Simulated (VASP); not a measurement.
```xyz
2
Lattice="0.0000 2.4887 2.4887 2.4887 0.0000 2.4887 2.4887 2.4887 0.0000" Properties=species:S:1:pos:R:3 pbc="T T T"
Ca     0.0000     0.0000     0.0000
O      2.4887     2.4887     2.4887
```

The numbers are results of revPBE GGA, VASP's PBE PAW potentials (set 64) (plane waves; VASP), not measurements. Settings: 520 eV cut-off, 9×9×9 Γ-centred mesh, Gaussian smearing of 0.050 eV, potentials Ca_sv O.

What does the run give for the energy per atom (σ→0), pressure?

The energy per atom (σ→0) comes out as -6.079 eV/atom and the pressure is -4.97 GPa.

Only differences to runs with the same potentials and settings are physical.

The compound is CaO in the rock salt structure. This cell is one point of a volume scan, at 1.06 of the reference volume.
